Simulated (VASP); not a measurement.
```
NaCl
1.0
    0.00000     2.88936     2.88936
    2.88936     0.00000     2.88936
    2.88936     2.88936     0.00000
Na Cl
1 1
Direct
  0.00000   0.00000   0.00000
  0.50000   0.50000   0.50000
```

Calculation: RPBE GGA, VASP's PBE PAW potentials (set 64) (plane waves; VASP). Numerical set-up: 520 eV cut-off, 8×8×8 Γ-centred mesh, Gaussian smearing of 0.050 eV, potentials Na_pv Cl.

Task: The job: NaCl (rock salt), 2 atoms, RPBE, static run, 520 eV, 8×8×8 Γ-centred mesh. Roughly how much core time does it take on a busy server core?

Result: About 8 core-seconds (one run on a shared machine, a rough figure). It had 29 irreducible k-points, 11 bands, up to 1316 plane waves and 15 electronic steps.

The compound is NaCl in the rock salt structure. This cell is one point of a volume scan, at 0.97 of the reference volume.
